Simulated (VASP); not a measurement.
Energy against volume of Cr (bcc, AFM order). Calculation: rev-vdW-DF2, VASP's PBE PAW potentials (set 64) (plane waves; VASP). Settings: 520 eV cut-off, 13×13×13 Γ-centred mesh, first-order Methfessel-Paxton smearing of 0.10 eV, potentials Cr_pv.

```csv
V (Å³/atom),E (eV/atom)
10.949,-6.96269
11.287,-6.97275
11.626,-6.96547
11.964,-6.94332
```

Fit these four points and predict the energy of the run at 10.610 Å³/atom.

A cubic in V^(−2/3), the third-order Birch-Murnaghan form, passes through the four points with V0 = 11.31 Å³/atom and B0 = 271 GPa, and gives -6.9324 eV/atom there. The run gave -6.9325 eV/atom, -0.1 meV/atom from the fit; all five points give B0 = 271 GPa.

The compound is Cr in the bcc, AFM order structure. It was relaxed first, which changed the volume by -5 %.
